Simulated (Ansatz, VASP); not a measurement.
**Cross-check of SrCl2 between VASP and Ansatz**

Aim: how closely do two programs agree when they are given the same cell, functional and k mesh? The cell is taken from a series of runs on this material, whose earlier steps may have relaxed, scaled, displaced or heated it; both programs get it as it stands.

Method: plane waves, with VASP 6.6.1 beside it; LDA, in Ansatz 0.2.0.

### Step 1. The structure

The structure is cubic, space group Fm-3m (No. 225). The conventional cell has a = 6.799 Å, b = 6.799 Å, c = 6.799 Å, α = 90.00°, β = 90.00°, γ = 90.00°. Sr has 8 Cl at 2.94 Å nearest. Nearest to Cl lie 4 Sr at 2.94 Å. Farther neighbours and most contacts between anions are not listed.

Structure file:

```xyz
3
Lattice="0.0000 3.3994 3.3994 3.3994 0.0000 3.3994 3.3994 3.3994 0.0000" Properties=species:S:1:pos:R:3 pbc="T T T"
Sr    0.0000    0.0000    0.0000
Cl    1.6997    1.6997    1.6997
Cl    5.0991    5.0991    5.0991
```

### Step 2. VASP: relaxation of cell and atoms, LDA

The relaxed volume is the usual yardstick between codes: in a stiff, nearly cubic crystal its relative difference is about their pressure difference at one cell divided by the bulk modulus.

Lines of VASP's logs that name or quote its potential files are left out, and so is its time.

INCAR

```
SYSTEM = SrCl2
PREC = Accurate
ENCUT = 500
EDIFF = 1E-07
NELM = 120
ISMEAR = 0
SIGMA = 0.01
LREAL = .FALSE.
ALGO = Normal
GGA = CA
NBANDS = 18
LORBIT = 11
LWAVE = .FALSE.
LCHARG = .FALSE.
ISIF = 3
IBRION = 2
NSW = 80
EDIFFG = -0.005
LASPH = .TRUE.
GGA_COMPAT = .FALSE.
NELMIN = 4
EFERMI = MIDGAP
```

POSCAR

```
SrCl2
1.0
    0.0000000000      3.3994190000      3.3994190000
    3.3994190000      0.0000000000      3.3994190000
    3.3994190000      3.3994190000      0.0000000000
Sr Cl
1 2
Direct
    0.0000000000      0.0000000000      0.0000000000
    0.2499999265      0.2499999265      0.2499999265
    0.7499999265      0.7499999265      0.7499999265
```

KPOINTS

```
Automatic mesh
0
Gamma
6 6 6
0 0 0
```

The projector-augmented-wave data sets are Sr_sv and Cl (LDA family, release 64).

Launch:

```console
mpirun -np 1 vasp_std
```

Numbers of over 12 decimals in the logs are rounded to 6 here.

Output:

```text
[banner, memory and clock lines left out]
running    1 mpi-ranks, on    1 nodes
 distrk:  each k-point on    1 cores,    1 groups
 distr:  one band on    1 cores,    1 groups

 POSCAR found type information on POSCAR SrCl
 POSCAR found :  2 types and       3 ions
 LDA part: xc-table for (Slater(with rela. corr.)+CA(PZ))
 , standard interpolation
 POSCAR, INCAR and KPOINTS ok, starting setup
 FFT: planning ... GRIDC
 FFT: planning ... GRID_SOFT
 FFT: planning ... GRID
 WAVECAR not read
 entering main loop
       N       E                     dE             d eps       ncg     rms          rms(c)
DAV:   1     0.137213530884E+03    0.13721E+03   -0.11512E+04   576   0.118E+03
DAV:   2    -0.628938535030E+01   -0.14350E+03   -0.13880E+03   754   0.230E+02
DAV:   3    -0.141738180953E+02   -0.78844E+01   -0.78594E+01   806   0.547E+01
DAV:   4    -0.143832358024E+02   -0.20942E+00   -0.20927E+00   920   0.782E+00
DAV:   5    -0.143868766693E+02   -0.36409E-02   -0.36404E-02   816   0.910E-01    0.165E+01
DAV:   6    -0.141128182306E+02    0.27406E+00   -0.54400E-01   662   0.410E+00    0.106E+01
DAV:   7    -0.140830987694E+02    0.29719E-01   -0.32008E-01   760   0.347E+00    0.141E+00
DAV:   8    -0.140768832869E+02    0.62155E-02   -0.56191E-02   674   0.129E+00    0.324E-01
DAV:   9    -0.140772377130E+02   -0.35443E-03   -0.15116E-03   726   0.262E-01    0.119E-01
DAV:  10    -0.140774119004E+02   -0.17419E-03   -0.12802E-04   800   0.663E-02    0.298E-02
DAV:  11    -0.140774435611E+02   -0.31661E-04   -0.23115E-05   728   0.312E-02    0.172E-02
DAV:  12    -0.140774456161E+02   -0.20551E-05   -0.48288E-06   836   0.119E-02    0.411E-03
DAV:  13    -0.140774459493E+02   -0.33314E-06   -0.40314E-07   712   0.397E-03    0.183E-03
DAV:  14    -0.140774459455E+02    0.38169E-08   -0.20636E-08   530   0.927E-04
   1 F= -.14077446E+02 E0= -.14077446E+02  d E =-.140774E+02
 curvature:   0.00 expect dE= 0.000E+00 dE for cont linesearch  0.000E+00
 trial: gam= 0.00000 g(F)=  0.470E-40 g(S)=  0.400E-03 ort = 0.000E+00 (trialstep = 0.100E+01)
 search vector abs. value=  0.400E-03
 bond charge predicted
       N       E                     dE             d eps       ncg     rms          rms(c)
DAV:   1    -0.140803688611E+02   -0.29229E-02   -0.60740E-02   722   0.168E+00    0.398E-01
DAV:   2    -0.140781180029E+02    0.22509E-02   -0.58711E-03   698   0.466E-01    0.137E-01
DAV:   3    -0.140776279864E+02    0.49002E-03   -0.13350E-03   962   0.217E-01    0.108E-01
DAV:   4    -0.140776251657E+02    0.28206E-05   -0.10147E-04  1022   0.540E-02    0.693E-02
DAV:   5    -0.140776381463E+02   -0.12981E-04   -0.54767E-05  1050   0.334E-02    0.928E-03
DAV:   6    -0.140776375676E+02    0.57871E-06   -0.21223E-06   822   0.110E-02    0.311E-03
DAV:   7    -0.140776376485E+02   -0.80905E-07   -0.32507E-07   694   0.362E-03
   2 F= -.14077638E+02 E0= -.14077638E+02  d E =-.191703E-03
 trial-energy change:   -0.000192  1 .order   -0.000188   -0.000400    0.000023
 step:   0.9488(harm=  0.9465)  dis= 0.00000  next Energy=   -14.077638 (dE=-0.192E-03)
 reached required accuracy - stopping structural energy minimisation
```

OUTCAR, selected parts (step 2):

```text
ion  position               nearest neighbor table
   1  0.000  0.000  0.000-   2 2.94   3 2.94   3 2.94   3 2.94   2 2.94   2 2.94   2 2.94   3 2.94

  LATTYP: Found a face centered cubic cell.
 ALAT       =     6.7988380000

 Subroutine GETGRP returns: Found 48 space group operations
 (whereof 48 operations were pure point group operations)

The static configuration has the point symmetry O_h .

 Found     16 irreducible k-points:

   k-points           NKPTS =     16   k-points in BZ     NKDIM =     16   number of bands    NBANDS=     18

   dimension x,y,z NGX =    36 NGY =   36 NGZ =   36
   dimension x,y,z NGXF=    72 NGYF=   72 NGZF=   72

   ENCUT  =  500.0 eV  36.75 Ry    6.06 a.u.   8.77  8.77  8.77*2*pi/ulx,y,z

   NELECT =      24.0000    total number of electrons

 k-points in reciprocal lattice and weights: Automatic mesh
   0.00000000  0.00000000  0.00000000       0.005
   0.16666667  0.00000000  0.00000000       0.037
   0.33333333  0.00000000  0.00000000       0.037
   0.50000000  0.00000000  0.00000000       0.019
   0.16666667  0.16666667  0.00000000       0.028
   0.33333333  0.16666667  0.00000000       0.111
   0.50000000  0.16666667  0.00000000       0.111
  -0.33333333  0.16666667  0.00000000       0.111
  -0.16666667  0.16666667  0.00000000       0.056
[...]
-0.33333333  0.33333333  0.16666667       0.111
  -0.33333333  0.50000000  0.16666667       0.056

 average (electrostatic) potential at core
       1 -37.8356       2 -96.7929       3 -96.7929

 E-fermi :   3.0214

 k-point     1 :       0.0000    0.0000    0.0000
  band No.  band energies     occupation
    ...
      8      -1.9933      2.00000
      9      -1.9933      2.00000
     10       0.0942      2.00000
     11       0.0942      2.00000
     12       0.0942      2.00000
     13       5.6350      0.00000
     14       6.2397      0.00000
     15       6.2397      0.00000
     16       9.2982      0.00000
     17       9.2982      0.00000
    ...

 k-point     2 :       0.1667    0.0000    0.0000
  band No.  band energies     occupation
    ...
      8      -1.8765      2.00000
      9      -1.7640      2.00000
     10      -0.2717      2.00000
     11      -0.0843      2.00000
     12      -0.0843      2.00000
     13       6.2713      0.00000
     14       6.4939      0.00000
     15       6.4939      0.00000
     16       8.3508      0.00000
     17       9.2053      0.00000
    ...

 k-point     3 :       0.3333    0.0000    0.0000
  band No.  band energies     occupation
    ...
      8      -1.5887      2.00000
      9      -1.3318      2.00000
     10      -0.8764      2.00000
     11      -0.4611      2.00000
     12      -0.4611      2.00000
     13       6.8644      0.00000
     14       6.8644      0.00000
     15       7.0962      0.00000
     16       8.5314      0.00000
     17       9.1677      0.00000
    ...

  Total       -0.0051407     -0.0051407     -0.0051407     -0.0000000     -0.0000000      0.0000000
  in kB       -0.1043719     -0.1043719     -0.1043719     -0.0000000     -0.0000000      0.0000000
  external PRESSURE =      -0.1043719 kB  Pullay stress =       0.0000000 kB

  energy-cutoff  :      500.00
  volume of cell :       78.91
      direct lattice vectors                 reciprocal lattice vectors
    -0.000000000  3.404393960  3.404393960    -0.146869019  0.146869019  0.146869019
     3.404393960  0.000000000  3.404393960     0.146869019 -0.146869019  0.146869019
     3.404393960  3.404393960  0.000000000     0.146869019  0.146869019 -0.146869019

 POSITION                                       TOTAL-FORCE (eV/Angst)
 -----------------------------------------------------------------------------------
      3.40439      6.80879      3.40439        -0.000000      0.000000      0.000000
      1.70220      1.70220      1.70220        -0.000000     -0.000000     -0.000000
      5.10659      5.10659      5.10659         0.000000      0.000000      0.000000
 -----------------------------------------------------------------------------------
    total drift:                                0.000948      0.000948      0.000948

  FREE ENERGIE OF THE ION-ELECTRON SYSTEM (eV)
  ---------------------------------------------------
  free  energy   TOTEN  =       -14.0776376485 eV

  energy  without entropy=      -14.0776376485  energy(sigma->0) =      -14.07763765

 reached required accuracy - stopping structural energy minimisation

 total charge
# of ion       s       p       d       tot
------------------------------------------
    1        2.001   5.773   0.188   7.961
    2        1.589   3.565   0.000   5.154
    3        1.589   3.565   0.000   5.154
--------------------------------------------------
tot          5.179  12.902   0.188  18.269

[... 3 further parts left out ...]
```

### Step 3. Ansatz: relaxation of cell and atoms, LDA

Ansatz runs on its default PAW (the set named soft_2) files.

The same cell, functional (in two slightly different forms) and mesh now go to Ansatz, which takes its cutoff from its data sets.

input.yaml

```yaml
crystal:
  lattice:
    - [0.0, 3.3994186519, 3.3994186519]
    - [3.3994186519, 0.0, 3.3994186519]
    - [3.3994186519, 3.3994186519, 0.0]
  atoms:
    - { symbol: Sr, position: [0.0, 0.0, 0.0] }
    - { symbol: Cl, position: [0.25, 0.25, 0.25] }
    - { symbol: Cl, position: [0.75, 0.75, 0.75] }
kpoints:
  mp_grid: { grid: [6, 6, 6] }
hamiltonian:
  xc: lda
scf:
  occupations: { method: fixed }
output:
  forces: true
  stress: true
  eigenvalues: true
relax:
  adjacent_minimum: "off"
  f_tol: 0.001
  max_steps: 60
  cell: { stress_tol: 0.01 }
```

Launch:

```console
ansatz run input.yaml --threads 4 --pin off --max-ram 16384MiB --backend cpu --events-out ev --progress --plain --runs-dir out
```

Output:

```text
Engine: ansatz 0.2.0, aarch64-unknown-linux-gnu
Pseudopotentials: kind: paw
Pseudopotential: Sr, paw, valence charge 10, recommended cutoff 420 eV (normal), Sr.paw.azcp
Pseudopotential: Cl, paw, valence charge 7, recommended cutoff 420 eV (normal), Cl.paw.azcp
Functional definition: SPW92
  exchange = slater_x
  correlation = pw_c
Crystal: 3 atoms, lattice volume = 78.568 Å³
Basis set: ecut = 420 eV, 1471 PW (Γ)
Bands: 16, of which v1, the nominal top of the filled ones, is band 12 counted from 1 (11 counted from 0)
Symmetry: 48 space group operations
Space group: Fm-3m (ITA 225), of the structure as read, at distance tolerance 4.3e-5 Å
k-points: 16 of 216
Non-local potential: Sr, projectors of the file, l = 0: 3, l = 1: 2, l = 2: 2
Non-local potential: Cl, projectors of the file, l = 0: 2, l = 1: 2, l = 2: 2
PAW form: soft (Blöchl's): semilocal exchange-correlation on the pseudo side does not see the compensation charge
PAW frozen core: Sr, regenerated for the run's functional, and the local potential with it (the file was generated under x = pbe(κ = 0.804, μ = 0.219515), c = pbe(β = 0.066725))
PAW frozen core: Cl, regenerated for the run's functional, and the local potential with it (the file was generated under x = pbe(κ = 0.804, μ = 0.219515), c = pbe(β = 0.066725))
PAW one-centre angular grid: Sr, 110 points (default); XC on 64 Gauss nodes
PAW one-centre angular grid: Cl, 110 points (default); XC on 64 Gauss nodes
Initial density: superposition of atomic densities (neutral atoms: chi_scale 0, normalization atom), corrected by the library's trained network
Initial wavefunctions: pseudopotential atomic-orbital guess
Functional: x = slater, c = lda
SCF iter   1: F=—  HF=-5540.103988 eV  |F-HF|=—  |Δ(HF+E_count)|=         —  Δρ=6.50e-3  dr2=3.32e-2  ethr=1.77e-3  ⟨swp⟩=6.5  Hψ=1555  notcnv=0  defer=20
preconditioner: auto → none  [insulator: Δε(μ)=4.977 eV  Ē_g=13.937 eV  n_scr=14 (ndim 8)  ℏωp=19.6 eV  f_vac=0.075  ε∞_Penn≈3.0]
SCF iter   2: F=—  HF=-5540.095299 eV  |F-HF|=—  |Δ(HF+E_count)|=   8.69e-3  Δρ=2.89e-3  dr2=2.93e-3  ethr=1.39e-4  ⟨swp⟩=3.1  Hψ=541  notcnv=0  defer=29
SCF iter   3: F=—  HF=-5540.094648 eV  |F-HF|=—  |Δ(HF+E_count)|=   6.50e-4  Δρ=1.19e-3  dr2=5.48e-4  ethr=1.22e-5  ⟨swp⟩=2.7  Hψ=399  notcnv=0  defer=30
SCF iter   4: F=—  HF=-5540.094531 eV  |F-HF|=—  |Δ(HF+E_count)|=   1.17e-4  Δρ=4.46e-5  dr2=8.23e-7  ethr=2.29e-6  ⟨swp⟩=1.2  Hψ=272  notcnv=0  defer=24
SCF iter   5: F=—  HF=-5540.094530 eV  |F-HF|=—  |Δ(HF+E_count)|=   1.27e-6  Δρ=1.16e-5  dr2=5.32e-8  ethr=3.43e-9  ⟨swp⟩=3.2  Hψ=554  notcnv=0  defer=9
SCF iter   6: F=-5540.094530 eV  HF=-5540.094530 eV  |F-HF|=1.20e-9  |Δ(HF+E_count)|=   1.90e-8  Δρ=3.10e-6  dr2=2.39e-9  ethr=2.22e-10  ⟨swp⟩=7.0  Hψ=1688  notcnv=0
SCF 1 converged in 6 iterations: F = -5540.094530 eV  dr2 = 2.39e-9
  greatest PAW one-centre occupation: 0.986 electrons in one spin orbital (limit 2), on the Sr atom at site 0 (counted from 0), in its partial waves of l = 0
relax step   1: F+E_penalty+E_count = -5540.09453002 eV  Δ(F+E_penalty+E_count) = +0.000e0 eV  max|allowed force component| = 1.638e-18 eV/Å  Δτ_max = 0.0000 Å  P = +0.026 GPa  Ω = 78.568 Å³  (6 SCF iters, dr2 threshold 1.00e-7 eV, accepted)
[...]
relax step   2: F+E_penalty+E_count = -5540.09453247 eV  Δ(F+E_penalty+E_count) = -2.453e-6 eV  max|allowed force component| = 1.793e-17 eV/Å  Δτ_max = 0.0000 Å  P = -0.004 GPa  Ω = 78.620 Å³  energy of the carried Pulay correction = -1.148e-6 eV  (4 SCF iters, dr2 threshold 1.65e-9 eV, accepted)
[...]
relax step   3: F+E_penalty+E_count = -5540.09453333 eV  Δ(F+E_penalty+E_count) = -8.569e-7 eV  max|allowed force component| = 1.793e-17 eV/Å  Δτ_max = 0.0000 Å  P = -0.004 GPa  Ω = 78.620 Å³  stress off target by 3.67e-3 GPa  SCF on the basis re-selected at this cell (its energy is not comparable with the rows above)  (4 SCF iters)
basis re-selected at this cell: Δ(F+E_penalty+E_count) = -8.569e-7 eV, ΔP = +0.000 GPa vs the last step (what re-selecting the basis moved, of the pressure what is left beyond the Pulay correction that the steps carried, after the strain that the cell walked since its last selection, with what the two solves' SCF thresholds leave and, on support functions, any second-order correction that the steps lacked; it is no m [...]
SCF converged after 4 iterations
Free energy (F): -5540.094533 eV
Harris-Foulkes:  -5540.094533 eV  (|F-HF|=9.09e-13)
Internal energy: -5540.094533 eV  (E = F + TS)
E sigma→0 (E₀):  -5540.094533 eV
Fermi energy:    3.621742 eV
--- Per-component energies (eV) ---
  E_band       = -135.083708
  E_kinetic    = 569.898736
  E_local      = -1140.406308  (includes V_loc(G=0)·N_el)
  E_nonlocal   = 266.565558
  E_hartree    = 307.761312
  E_xc         = -384.943343
  E_vxc        = -406.725509  (∫ρ·V_xc dr)
  E_paw        = -3847.715942  (= ΣΔE_a)
  E_vpaw       = -39.939000  (= ΣTr[D̂ρ^β])
  E_aug_tail   = 0.000198  (compensation charges beyond the density's cutoff)
  E_ewald      = -1311.929862
  E_core_change = 0.675119  (= ΣΔE_core)
  E_smearing   = -0.000000  (= −TS)
  E_closure    = -0.000000  (closes the sum)
  Σ components = -5540.094533   (vs F -5540.094533, Δ=0.00e0)
--- Forces (eV/Å), atoms counted from 1 ---
  atom   1  Sr    -0.00000000     0.00000000    -0.00000000
  atom   2  Cl     0.00000000     0.00000000     0.00000000
  atom   3  Cl    -0.00000000    -0.00000000    -0.00000000
  max |Σ_I F_I| component: 1.73e-18 eV/Å
--- Stress (GPa, compression-positive) ---
       -0.003666      -0.000000       0.000000
        0.000000      -0.003666       0.000000
       -0.000000      -0.000000      -0.003666
  P = ⅓ Tr σ = -0.0037 GPa (-0.037 kbar)
--- Band table (eV; the first three rows and the last of 16) ---
  k-point 0: bands = [... 8 lower, 1.1556, 3.2457, 3.2457, 3.2457, 8.7952, 9.3991, 9.3991, 12.3780]
  k-point 1: bands = [... 8 lower, 1.3848, 2.8788, 3.0673, 3.0673, 9.4340, 9.6564, 9.6564, 11.4742]
  k-point 2: bands = [... 8 lower, 1.8168, 2.2728, 2.6901, 2.6901, 10.0350, 10.0350, 10.2509, 11.6829]
  k-point 15: bands = [... 8 lower, 1.8631, 2.6644, 3.2143, 3.5385, 9.2473, 10.7031, 10.7496, 11.0323]
--- Relaxed structure (2 steps of the walk, 2 accepted, 1 SCFs on fresh bases) ---
  F+E_penalty+E_count = -5540.09453333 eV   max|allowed force component| = 1.793e-17 eV/Å   (the final SCF, on the basis selected at the relaxed cell)
  cell:  # Å, volume = 78.6200 Å³
    - [0, 3.400173, 3.400173]
    - [3.400173, 0, 3.400173]
    - [3.400173, 3.400173, 0]
  atoms:
    - { symbol: Sr, position: [0, 0, 0] }
    - { symbol: Cl, position: [0.25, 0.25, 0.25] }
    - { symbol: Cl, position: [0.75, 0.75, 0.75] }
```

### Step 4. Side by side

Known differences besides the potentials themselves: the two LDA forms differ slightly; fixed occupations in Ansatz, narrow Gaussian smearing in VASP; the cutoff is 420 eV in Ansatz and 500 eV in VASP; VASP's log shows a relativistic correction to its local exchange, Ansatz's none; Ansatz adds a Pulay correction to the stress that steers its cell, VASP none. Total energies have different zeros and are not compared.

The two programs side by side:

| quantity | Ansatz | VASP | difference |
| --- | --- | --- | --- |
| volume (Å³) | 78.62 | 78.91 | -0.37 % |
| edge a after relaxation, in the typed setting (Å) | 4.809 | 4.814 | -0.12 % |

### Step 5. Outcome

```
difference in volume (relaxation of cell and atoms, LDA) : -0.37 %
```

What this shows: The difference in volume is -0.37 % (relaxation of cell and atoms, LDA), within the 1.2 % picked in this series as the mark of a large difference, as far as the stopping tolerances let one tell. 1 further pair of this series is not shown here. How closely two codes agree says nothing of how well the functional describes the real material.

[Lines on the potential files, build, host, timing and source positions are cut from VASP's logs without a mark.]

[Logs are printed without paths, hosts, clocks, repeated set-up lines and the standing remarks that a program may print on its own settings, such as how far it seeks lower states.]

[Hosts, paths, dates, database ids (printed as entryN), source tags and the programs' standing remarks are cut or masked in the printed files.]
